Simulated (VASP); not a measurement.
A run of VASP 6.6.1 is set up as follows.

File run.py:

```python
from ase.calculators.vasp import Vasp
from ase.dft.bandgap import bandgap
from ase.io import read

atoms = read('CaBi.cif', primitive_cell=True, subtrans_included=False)
atoms.set_initial_magnetic_moments([[0.354, 0.354, 0.0], [0.0, 0.0, 0.0]])
calc = Vasp(
    directory='calc',
    xc='pbe',
    pp='PBE',
    setups='recommended',
    prec='Accurate',
    encut=520,
    ediff=1e-06,
    ismear=-1,
    sigma=0.02,
    lreal=False,
    lasph=True,
    nelm=60,
    algo='Fast',
    isif=2,
    lwave=False,
    lcharg=True,
    lorbit=11,
    lsorbit=True,
    gga_compat=False,
    lorbmom=True,
    ivdw=3,
    kpts=[6, 6, 5],
    gamma=True,
    nbands=37,
)
atoms.calc = calc

print('energy (eV):', atoms.get_potential_energy())
print('free energy (eV):', atoms.get_potential_energy(force_consistent=True))
efermi = calc.get_fermi_level()
print('Fermi level (eV):', efermi)
path = atoms.cell.bandpath(npoints=40, eps=1e-4)
print('path:', path.path)
calc.set(kpts=path.kpts, reciprocal=True, icharg=11, isym=0, lcharg=False)
calc.calculate(atoms)
print('gap on the path (eV):', bandgap(calc, efermi=efermi)[0])
print('direct gap on the path (eV):', bandgap(calc, efermi=efermi, direct=True)[0])
```

The input CaBi.cif:

```cif
data_CaBi
_cell_length_a 4.08495105
_cell_length_b 4.08495105
_cell_length_c 4.64545000
_cell_angle_alpha 90.00000000
_cell_angle_beta 90.00000000
_cell_angle_gamma 120.00000000
_space_group_name_H-M_alt 'P-6m2'
_space_group_name_Hall 'P -6 2'
_space_group_IT_number 187
loop_
_space_group_symop_operation_xyz
'x,y,z'
'-x+y,-x,-z'
'-y,x-y,z'
'x,y,-z'
'-x+y,-x,z'
'-y,x-y,-z'
'-y,-x,-z'
'x,x-y,z'
'-x+y,y,-z'
'-y,-x,z'
'x,x-y,-z'
'-x+y,y,z'
loop_
_atom_site_label
_atom_site_type_symbol
_atom_site_symmetry_multiplicity
_atom_site_Wyckoff_symbol
_atom_site_fract_x
_atom_site_fract_y
_atom_site_fract_z
_atom_site_occupancy
Ca1 Ca 1 a 0.0000000000 0.0000000000 0.0000000000 1
Bi1 Bi 1 d 0.3333333333 0.6666666667 0.5000000000 1
```

Potentials or basis: VASP PAW PBE potentials, release 64 (Ca_sv, Bi_d).

The run is started by

```sh
$ python run.py
```

Task: Predict the net moment.

Result: 0.00 μB per cell.

Task: What does it give for the dispersion energy per atom?

Result: -0.149 eV.

Moments on the atoms (μB; x, y, z):
```
Ca  0.00 0.00 0.01
Bi  0.00 0.00 0.01
```

Caveat: the log is that of the step along the path at fixed density, whose energy, stress, charges and moments have no meaning.
